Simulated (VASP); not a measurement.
Zn3H:

```xyz
4
Lattice="0.0000 2.9966 2.9966 2.9966 0.0000 2.9966 2.9966 2.9966 0.0000" Properties=species:S:1:pos:R:3 pbc="T T T"
Zn    2.9966    2.9966    2.9966
Zn    1.4983    1.4983    1.4983
Zn    4.4949    4.4949    4.4949
H     0.0000    0.0000    0.0000
```

The cell was built by a generator and needn't be a form met in nature.

Base run:

```yaml
Program: VASP 6.6.1
Functional: BLYP
Potentials_or_basis: VASP PAW PBE potentials, release 64 (Zn, H)
Cutoff: 520 eV
k_mesh: 6 × 6 × 6
Occupations: fermi-dirac, width 0.05 eV
Spin: no spin polarisation
```

Its results: pressure 5.6 GPa.

After a change of settings the same cell gave: pressure -3.1 GPa. Which change was it?
A. functional from BLYP to AM05
B. functional from BLYP to PW91
C. functional from BLYP to LDA; potentials or basis from VASP PAW PBE potentials, release 64 (Zn, H) to VASP PAW LDA potentials, release 64 (Zn, H)
D. functional from BLYP to r2SCAN

D.

Caveats: the PAW data sets were made with another functional, which shifts forces and pressure a little.

Runs at the PBE level aren't shown here.
